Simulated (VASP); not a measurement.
Data:

```
CELL_PARAMETERS angstrom
      0.00000     2.96312     2.96312
      2.96312     0.00000     2.96312
      2.96312     2.96312     0.00000
ATOMIC_POSITIONS crystal
  Sr 0.00000 0.00000 0.00000
```

Method: rev-vdW-DF2, VASP's PBE PAW potentials (set 64) (plane waves; VASP). Numerical set-up: 520 eV cut-off, 9×9×9 Γ-centred mesh, tetrahedra with Blöchl corrections, potentials Sr_sv.

Question: What does the run give for the energy per atom (σ→0)?

Answer: 
The energy per atom (σ→0) comes out as 0.397 eV/atom.

Total energies compare only between runs with the same potentials, cut-off and functional.

The compound is Sr in the fcc structure. It was relaxed first, which changed the volume by -7 %.
